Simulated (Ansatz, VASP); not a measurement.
# Sr5Li10Al4Si18O52 (glassy 60SiO2-7Al2O3-17Li2O-17SrO (mol %)): VASP beside Ansatz

Aim: how closely do two programs agree when they are given the same cell, functional and k mesh? The structure shown is the start of the Ansatz relaxation below; VASP solves that cell, so the two are compared at the walk's first step.

Main program and level: Ansatz 0.2.0; plane waves, with VASP 6.6.1 beside it; single point at r2SCAN.

### Step 1. The structure

The cell holds 89 atoms: 18 Si, 4 Al, 10 Li, 5 Sr and 52 O. Cell: a = 10.507 Å, b = 10.507 Å, c = 10.507 Å, α = 90.0°, β = 90.0°, γ = 90.0°. As first built, before any earlier steps moved the atoms (in the runner's words): 89 atoms (18 Si, 4 Al, 10 Li, 5 Sr, 52 O) placed at random at 2.76 g/cm^3, melted at 4000 K for 10 ps at fixed volume with the Morse and Coulomb pair potential with partial charges (Pedone, Malavasi, Menziani, Cormack and Segre, J. Phys. Chem. B 110, 11780 (2006)). Quenched from 4000 K to 300 K at 50 K/ps and fixed volume, held 10 ps at zero pressure.

### Step 2. Ansatz: relaxation, r2SCAN

Ansatz runs on its default PAW (the set named soft_2) files.

The two programs are compared at the cell with which this relaxation starts, whose forces are those of its first step.

File input.yaml:

```yaml
crystal:
  lattice:
    - [10.50733, 0.0, 0.0]
    - [0.0, 10.50733, 0.0]
    - [0.0, 0.0, 10.50733]
  atoms:
    - { symbol: Si, position: [0.57828, 0.80635, 0.3762] }
    - { symbol: Si, position: [0.20547, 0.10343, 0.51415] }
    - { symbol: Si, position: [0.74339, 0.01994, 0.97976] }
    - { symbol: Si, position: [0.98074, 0.91579, 0.104] }
    - { symbol: Si, position: [0.54045, 0.68936, 0.10733] }
    - { symbol: Si, position: [0.3669, 0.07588, 0.77506] }
    - { symbol: Si, position: [0.18169, 0.38199, 0.9442] }
    - { symbol: Si, position: [0.54089, 0.84423, 0.85182] }
    - { symbol: Si, position: [0.84167, 0.6842, 0.46714] }
    - { symbol: Si, position: [0.79476, 0.18119, 0.47424] }
    - { symbol: Si, position: [0.82757, 0.29425, 0.85533] }
    - { symbol: Si, position: [0.42958, 0.41415, 0.12522] }
    - { symbol: Si, position: [0.47997, 0.46089, 0.47022] }
    - { symbol: Si, position: [0.16957, 0.10113, 0.99484] }
    - { symbol: Si, position: [0.40244, 0.22619, 0.34485] }
    - { symbol: Si, position: [0.91538, 0.71112, 0.74554] }
    - { symbol: Si, position: [0.63973, 0.07908, 0.25625] }
    - { symbol: Si, position: [0.18706, 0.52728, 0.44311] }
    - { symbol: Al, position: [0.73693, 0.54784, 0.94403] }
    - { symbol: Al, position: [0.98798, 0.94974, 0.41323] }
    - { symbol: Al, position: [0.53546, 0.6041, 0.72029] }
    - { symbol: Al, position: [0.08734, 0.34198, 0.6724] }
    - { symbol: Li, position: [0.57708, 0.24315, 0.66629] }
    - { symbol: Li, position: [0.75429, 0.44947, 0.62513] }
    - { symbol: Li, position: [0.97554, 0.41976, 0.43531] }
    - { symbol: Li, position: [0.09791, 0.68527, 0.93775] }
    - { symbol: Li, position: [0.17236, 0.29481, 0.22547] }
    - { symbol: Li, position: [0.54962, 0.35397, 0.85924] }
    - { symbol: Li, position: [0.99477, 0.01144, 0.80256] }
    - { symbol: Li, position: [0.52053, 0.1815, 0.00621] }
    - { symbol: Li, position: [0.18871, 0.56008, 0.73982] }
    - { symbol: Li, position: [0.38724, 0.55373, 0.92487] }
    - { symbol: Sr, position: [0.2564, 0.78362, 0.60526] }
    - { symbol: Sr, position: [0.70866, 0.92498, 0.61627] }
    - { symbol: Sr, position: [0.04146, 0.5856, 0.19909] }
    - { symbol: Sr, position: [0.28245, 0.87368, 0.28322] }
    - { symbol: Sr, position: [0.75037, 0.41333, 0.23547] }
    - { symbol: O, position: [0.91924, 0.80692, 0.45706] }
    - { symbol: O, position: [0.82398, 0.39795, 0.96872] }
    - { symbol: O, position: [0.5119, 0.7724, 0.98343] }
    - { symbol: O, position: [0.55984, 0.51681, 0.5884] }
    - { symbol: O, position: [0.23654, 0.08178, 0.86171] }
    - { symbol: O, position: [0.54423, 0.4875, 0.33859] }
    - { symbol: O, position: [0.36708, 0.32996, 0.23574] }
    - { symbol: O, position: [0.55883, 0.35435, 0.09289] }
    - { symbol: O, position: [0.11904, 0.20574, 0.58214] }
    - { symbol: O, position: [0.13545, 0.42934, 0.34191] }
    - { symbol: O, position: [0.49676, 0.12149, 0.28866] }
    - { symbol: O, position: [0.05509, 0.79357, 0.10225] }
    - { symbol: O, position: [0.46282, 0.30516, 0.46603] }
    - { symbol: O, position: [0.11476, 0.50203, 0.00076] }
    - { symbol: O, position: [0.88265, 0.58086, 0.3728] }
    - { symbol: O, position: [0.46452, 0.82741, 0.46804] }
    - { symbol: O, position: [0.41784, 0.93363, 0.80275] }
    - { symbol: O, position: [0.64488, 0.94887, 0.89001] }
    - { symbol: O, position: [0.9919, 0.9724, 0.24788] }
    - { symbol: O, position: [0.1388, 0.97111, 0.47679] }
    - { symbol: O, position: [0.31121, 0.07762, 0.62998] }
    - { symbol: O, position: [0.67935, 0.63279, 0.08762] }
    - { symbol: O, position: [0.33177, 0.39169, 0.99899] }
    - { symbol: O, position: [0.69082, 0.73611, 0.44063] }
    - { symbol: O, position: [0.12814, 0.2506, 0.00978] }
    - { symbol: O, position: [0.46983, 0.16772, 0.82001] }
    - { symbol: O, position: [0.89409, 0.06748, 0.48438] }
    - { symbol: O, position: [0.06853, 0.70006, 0.75425] }
    - { symbol: O, position: [0.26071, 0.06557, 0.10718] }
    - { symbol: O, position: [0.68408, 0.12999, 0.55574] }
    - { symbol: O, position: [0.85446, 0.64869, 0.62014] }
    - { symbol: O, position: [0.36694, 0.61618, 0.74728] }
    - { symbol: O, position: [0.59074, 0.53374, 0.85951] }
    - { symbol: O, position: [0.43271, 0.57045, 0.10904] }
    - { symbol: O, position: [0.11066, 0.47826, 0.57135] }
    - { symbol: O, position: [0.71333, 0.32902, 0.76547] }
    - { symbol: O, position: [0.3405, 0.51018, 0.46995] }
    - { symbol: O, position: [0.18853, 0.3754, 0.79617] }
    - { symbol: O, position: [0.05085, 0.01304, 0.00305] }
    - { symbol: O, position: [0.83562, 0.92358, 0.0503] }
    - { symbol: O, position: [0.84253, 0.31702, 0.49558] }
    - { symbol: O, position: [0.73667, 0.18363, 0.31458] }
    - { symbol: O, position: [0.51633, 0.76114, 0.24078] }
    - { symbol: O, position: [0.95372, 0.30768, 0.77659] }
    - { symbol: O, position: [0.85191, 0.64183, 0.86733] }
    - { symbol: O, position: [0.6483, 0.07089, 0.10698] }
    - { symbol: O, position: [0.79846, 0.14478, 0.91266] }
    - { symbol: O, position: [0.27866, 0.15275, 0.39421] }
    - { symbol: O, position: [0.89311, 0.8631, 0.74452] }
    - { symbol: O, position: [0.58757, 0.76176, 0.73415] }
    - { symbol: O, position: [0.16543, 0.66328, 0.39335] }
    - { symbol: O, position: [0.64709, 0.93784, 0.32274] }
kpoints:
  mp_grid: { grid: [1, 1, 1] }
hamiltonian:
  xc: r2scan
scf:
  occupations: { method: fixed }
output:
  forces: true
relax:
  f_tol: 0.05
  max_steps: 150
  cell: {}
```

The run is started by

```bash
ansatz run input.yaml --threads 4 --pin off --max-ram 8192MiB --backend cpu --events-out ev --progress --plain --runs-dir out
```

Numbers of over 12 decimals in the logs are rounded to 6 here.

What it wrote:

```text
Engine: ansatz 0.2.0, x86_64-unknown-linux-gnu
Pseudopotentials: kind: paw
Pseudopotential: Si, paw, valence charge 4, recommended cutoff 500 eV (meta_gga), Si.paw.azcp
Pseudopotential: Al, paw, valence charge 3, recommended cutoff 500 eV (meta_gga), Al.paw.azcp
Pseudopotential: Li, paw, valence charge 3, recommended cutoff 500 eV (meta_gga), Li.paw.azcp
Pseudopotential: Sr, paw, valence charge 10, recommended cutoff 500 eV (meta_gga), Sr.paw.azcp
Pseudopotential: O, paw, valence charge 6, recommended cutoff 500 eV (meta_gga), O.paw.azcp
Functional definition: r2SCAN
  parameter k0 = 0.174
  parameter k1 = 0.065
  parameter a1 = 4.9479
  exchange = r2scan_x(k0 = k0, k1 = k1, a1 = a1)
  correlation = r2scan_c
Crystal: 89 atoms, lattice volume = 1160.051 Å³
Basis set: ecut = 500 eV, 29423 PW (Γ), exchange–correlation on 320×320×320 points (64 copies of the dense FFT grid, shifted against one another)
Bands: 327, of which v1, the nominal top of the filled ones, is band 238 counted from 1 (237 counted from 0)
Symmetry: 1 space group operations
Space group: P1 (ITA 1), of the structure as read, at distance tolerance 1.1e-4 Å
k-points: 1
Non-local potential: Si, projectors of the file, l = 0: 2, l = 1: 2, l = 2: 2
Non-local potential: Al, projectors of the file, l = 0: 2, l = 1: 2, l = 2: 1
Non-local potential: Li, projectors of the file, l = 0: 3, l = 1: 2, l = 2: 1
Non-local potential: Sr, projectors of the file, l = 0: 3, l = 1: 2, l = 2: 2
Non-local potential: O, projectors of the file, l = 0: 2, l = 1: 2, l = 2: 1
PAW form: soft (Blöchl's): semilocal exchange-correlation on the pseudo side does not see the compensation charge
PAW frozen core: Si, regenerated for the run's functional (the file was generated under x = pbe(κ = 0.804, μ = 0.219515), c = pbe(β = 0.066725))
PAW frozen core: Al, regenerated for the run's functional (the file was generated under x = pbe(κ = 0.804, μ = 0.219515), c = pbe(β = 0.066725))
PAW frozen core: Sr, regenerated for the run's functional (the file was generated under x = pbe(κ = 0.804, μ = 0.219515), c = pbe(β = 0.066725))
PAW frozen core: O, regenerated for the run's functional (the file was generated under x = pbe(κ = 0.804, μ = 0.219515), c = pbe(β = 0.066725))
PAW one-centre angular grid: Si, 302 points (default); XC on 160 Gauss nodes
PAW one-centre angular grid: Al, 302 points (default); XC on 160 Gauss nodes
PAW one-centre angular grid: Li, 302 points (default); XC on 327 of its mesh's 2665 points in the sphere
PAW one-centre angular grid: Sr, 302 points (default); XC on 160 Gauss nodes
PAW one-centre angular grid: O, 302 points (default); XC on 160 Gauss nodes
Initial density: superposition of atomic densities (neutral atoms: chi_scale 0, normalization atom), corrected by the library's trained network
Initial wavefunctions: pseudopotential atomic-orbital guess
Functional: x = r2scan, c = r2scan; τ floored in thin density (d = 2e-4 eV/Å³)
SCF iter   1: F=—  HF=-63172.247039 eV  |F-HF|=—  |Δ(HF+E_count)|=         —  Δρ=7.40e-3  dr2=7.18e-1  dr2_τ=6.39e0  ethr=1.77e-3  ⟨swp⟩=6.0  Hψ=1152  notcnv=0  defer=87
preconditioner: auto → Resta (q_TF=auto, 2.352 Å⁻¹)  ε∞=2.8  [insulator: Δε(μ)=4.027 eV  Ē_g=17.144 eV  n_scr=250 (ndim 8)  ℏωp=23.0 eV  f_vac=0.109  ε∞_Penn≈2.8]
SCF iter   2: F=—  HF=-63174.747034 eV  |F-HF|=—  |Δ(HF+E_count)|=    2.50e0  Δρ=4.60e-3  dr2=1.60e-1  dr2_τ=1.82e-2  ethr=1.51e-4  ⟨swp⟩=3.0  Hψ=564  notcnv=0  defer=87
SCF iter   3: F=—  HF=-63174.730283 eV  |F-HF|=—  |Δ(HF+E_count)|=   1.68e-2  Δρ=1.36e-3  dr2=1.94e-2  dr2_τ=2.86e-3  ethr=3.36e-5  ⟨swp⟩=3.0  Hψ=402  notcnv=0  defer=70
automatic band count: iteration 3 solves 310 bands in place of 327: the levels show a gap, and the empty bands left out lie too high to hold charge; the band table lists the bands solved (type scf.n_extra_bands for more)
SCF iter   4: F=—  HF=-63174.728108 eV  |F-HF|=—  |Δ(HF+E_count)|=   2.18e-3  Δρ=5.47e-4  dr2=2.59e-3  dr2_τ=5.34e-4  ethr=4.08e-6  ⟨swp⟩=3.0  Hψ=434  notcnv=0  defer=70
SCF iter   5: F=—  HF=-63174.727786 eV  |F-HF|=—  |Δ(HF+E_count)|=   3.22e-4  Δρ=1.49e-4  dr2=2.22e-4  dr2_τ=2.17e-5  ethr=5.43e-7  ⟨swp⟩=2.0  Hψ=426  notcnv=0  defer=70
SCF iter   6: F=—  HF=-63174.727897 eV  |F-HF|=—  |Δ(HF+E_count)|=   1.11e-4  Δρ=8.24e-5  dr2=6.74e-5  dr2_τ=8.71e-6  ethr=4.66e-8  ⟨swp⟩=2.0  Hψ=470  notcnv=0  defer=70
SCF iter   7: F=—  HF=-63174.728027 eV  |F-HF|=—  |Δ(HF+E_count)|=   1.30e-4  Δρ=1.98e-5  dr2=4.99e-6  dr2_τ=4.52e-7  ethr=1.42e-8  ⟨swp⟩=2.0  Hψ=489  notcnv=0  defer=70
SCF iter   8: F=—  HF=-63174.728030 eV  |F-HF|=—  |Δ(HF+E_count)|=   3.12e-6  Δρ=1.23e-5  dr2=1.71e-6  dr2_τ=1.49e-7  ethr=1.05e-9  ⟨swp⟩=2.0  Hψ=463  notcnv=0  defer=70
[...]
atom  75  O     -0.00511275    -0.01356482    -0.01210086
  atom  76  O      0.01247340     0.01540407    -0.00375757
  atom  77  O     -0.01324010     0.00746572    -0.00054192
  atom  78  O      0.00356758     0.01528031     0.00120570
  atom  79  O      0.00984759     0.00792889     0.00635037
  atom  80  O     -0.00594257    -0.01528132     0.01684245
  atom  81  O      0.00133207     0.01262483    -0.01278954
  atom  82  O      0.00561210     0.01745094    -0.01184983
  atom  83  O     -0.01454214     0.00153371     0.01200239
  atom  84  O      0.00122735     0.02727164     0.02160923
  atom  85  O      0.00795102    -0.00015613    -0.00472308
  atom  86  O      0.00423493    -0.00263830     0.00062530
  atom  87  O      0.00200686    -0.01093379     0.00006154
  atom  88  O     -0.00104795    -0.01143236     0.00228410
  atom  89  O      0.00489189     0.01117271    -0.00574821
  max |Σ_I F_I| component: 3.67e-4 eV/Å
--- Stress (GPa, compression-positive) ---
       -0.010921       0.004273       0.001802
        0.004275       0.000326       0.023700
        0.001811       0.023687      -0.000260
  P = ⅓ Tr σ = -0.0036 GPa (-0.036 kbar)
--- Relaxed structure (21 steps of the walk, 18 accepted, 1 SCFs on fresh bases) ---
  F+E_penalty+E_count = -63182.99257983 eV   max|allowed force component| = 4.394e-2 eV/Å   (the final SCF, on the basis selected at the relaxed cell)
  cell:  # Å, volume = 1123.4808 Å³
    - [10.461798, -0.049660, -0.113722]
    - [-0.049660, 10.604805, -0.00657217]
    - [-0.113722, -0.00657217, 10.127902]
  atoms:
    - { symbol: Si, position: [0.571194, 0.812179, 0.370446] }
    - { symbol: Si, position: [0.211430, 0.096949, 0.532956] }
    - { symbol: Si, position: [0.738365, 0.021796, 0.989472] }
    - { symbol: Si, position: [0.997172, 0.934955, 0.096655] }
    - { symbol: Si, position: [0.568312, 0.669998, 0.097151] }
    - { symbol: Si, position: [0.364814, 0.074993, 0.786542] }
    - { symbol: Si, position: [0.193267, 0.399055, 0.974070] }
    - { symbol: Si, position: [0.538633, 0.850835, 0.849426] }
    - { symbol: Si, position: [0.829154, 0.693656, 0.458889] }
    - { symbol: Si, position: [0.782343, 0.179859, 0.466275] }
    - { symbol: Si, position: [0.819290, 0.286938, 0.856989] }
    - { symbol: Si, position: [0.447237, 0.412640, 0.142807] }
    - { symbol: Si, position: [0.470436, 0.448604, 0.451684] }
    - { symbol: Si, position: [0.184729, 0.121437, 1.000057] }
    - { symbol: Si, position: [0.395560, 0.219372, 0.347878] }
    - { symbol: Si, position: [0.942941, 0.732096, 0.747777] }
    - { symbol: Si, position: [0.628810, 0.068693, 0.258892] }
    - { symbol: Si, position: [0.170908, 0.513448, 0.450278] }
    - { symbol: Al, position: [0.757277, 0.553281, 0.925504] }
    - { symbol: Al, position: [0.985227, 0.961036, 0.407224] }
    - { symbol: Al, position: [0.526717, 0.605084, 0.708729] }
    - { symbol: Al, position: [0.081991, 0.329033, 0.690967] }
    - { symbol: Li, position: [0.577243, 0.208787, 0.678091] }
    - { symbol: Li, position: [0.717663, 0.406686, 0.609847] }
    - { symbol: Li, position: [0.947112, 0.437888, 0.456142] }
    - { symbol: Li, position: [0.092210, 0.677416, 0.943865] }
    - { symbol: Li, position: [0.160965, 0.306341, 0.234329] }
    - { symbol: Li, position: [0.560598, 0.344737, 0.887278] }
    - { symbol: Li, position: [0.997191, 0.037934, 0.801616] }
    - { symbol: Li, position: [0.469990, 0.166051, 0.036826] }
    - { symbol: Li, position: [0.194617, 0.552108, 0.734143] }
    - { symbol: Li, position: [0.399643, 0.552692, 0.913482] }
    - { symbol: Sr, position: [0.273028, 0.784844, 0.611382] }
    - { symbol: Sr, position: [0.735011, 0.925847, 0.619317] }
    - { symbol: Sr, position: [0.023869, 0.624610, 0.217791] }
    - { symbol: Sr, position: [0.275065, 0.911554, 0.259952] }
    - { symbol: Sr, position: [0.745626, 0.400719, 0.226831] }
    - { symbol: O, position: [0.907849, 0.816085, 0.408971] }
    - { symbol: O, position: [0.823808, 0.402262, 0.966863] }
    - { symbol: O, position: [0.525664, 0.765362, 0.978391] }
    - { symbol: O, position: [0.560782, 0.508940, 0.567172] }
    - { symbol: O, position: [0.224594, 0.108294, 0.844988] }
    - { symbol: O, position: [0.525896, 0.464946, 0.303137] }
    - { symbol: O, position: [0.347943, 0.320106, 0.236747] }
    - { symbol: O, position: [0.562744, 0.327094, 0.090897] }
    - { symbol: O, position: [0.128828, 0.201785, 0.597467] }
    - { symbol: O, position: [0.098471, 0.433899, 0.333587] }
    - { symbol: O, position: [0.484086, 0.111886, 0.286116] }
    - { symbol: O, position: [0.073877, 0.805914, 0.085000] }
    - { symbol: O, position: [0.464129, 0.292250, 0.471525] }
    - { symbol: O, position: [0.131623, 0.522446, 0.034081] }
    - { symbol: O, position: [0.850968, 0.572393, 0.369770] }
    - { symbol: O, position: [0.435982, 0.836545, 0.432690] }
    - { symbol: O, position: [0.406423, 0.929328, 0.827205] }
    - { symbol: O, position: [0.660307, 0.949580, 0.869109] }
    - { symbol: O, position: [1.029098, 0.989930, 0.244103] }
    - { symbol: O, position: [0.138621, 0.965562, 0.490460] }
    - { symbol: O, position: [0.333430, 0.056795, 0.627140] }
    - { symbol: O, position: [0.708478, 0.609206, 0.085312] }
    - { symbol: O, position: [0.347519, 0.392429, 1.003736] }
    - { symbol: O, position: [0.675976, 0.735115, 0.459233] }
[...]
- { symbol: O, position: [0.874679, 0.656913, 0.869773] }
    - { symbol: O, position: [0.628934, 0.050326, 0.098936] }
    - { symbol: O, position: [0.802522, 0.148714, 0.935259] }
    - { symbol: O, position: [0.267023, 0.144060, 0.389886] }
    - { symbol: O, position: [0.922226, 0.883426, 0.747705] }
    - { symbol: O, position: [0.570221, 0.772522, 0.717751] }
    - { symbol: O, position: [0.157476, 0.663039, 0.423576] }
    - { symbol: O, position: [0.653646, 0.942406, 0.341943] }
```

[end of part 1 of 2]

[Lines on the potential files, build, host, timing and source positions are cut from VASP's logs without a mark.]

[Logs are printed without paths, hosts, clocks, repeated set-up lines and the standing remarks that a program may print on its own settings, such as how far it seeks lower states.]

[Hosts, paths, dates, database ids (printed as entryN), source tags and the programs' standing remarks are cut or masked in the printed files.]
